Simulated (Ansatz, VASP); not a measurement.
**Two plane-wave programs on Te3As4**

```
Te As
1.0
     5.81260    0.00000    0.00000
     0.00000    5.81260    0.00000
     0.00000    0.00000    5.81260
Te As
3 4
Direct
  0.00000 0.00000 0.50000
  0.50000 0.00000 0.00000
  0.00000 0.50000 0.00000
  0.33166 0.66834 0.33166
  0.66834 0.33166 0.33166
  0.33166 0.33166 0.66834
  0.66834 0.66834 0.66834
```

The cell was built by a generator and needn't be a form met in nature.

Alike in both runs: task single point; functional PBE; k mesh 8 × 8 × 8; occupations gaussian, width 0.1 eV; no spin polarisation.

|  | VASP | Ansatz |
| --- | --- | --- |
| version | VASP 6.6.1 | Ansatz 0.2.0 |
| potentials or method | VASP PAW PBE potentials, release 64 (Te, As) | scalar-relativistic, plane waves, PAW |
| plane-wave cutoff (eV) | 520 | 420 |
| valence electrons in the cell | 38 | 108 |

|  | VASP | Ansatz | Ansatz less VASP |
| --- | --- | --- | --- |
| gap on the k mesh at the Fermi level (eV) | none | none | - |
| pressure (GPa) | 0.0 | 0.0 | -0.03 |

A gap of «none» marks a metal or a gap that the smearing closes. The functional is the same, so the differences come from potentials, cutoffs and numerics. The two sets of potentials don't hold the same shells in valence.

The runs have no spin-orbit coupling, so splittings on Te are missing.
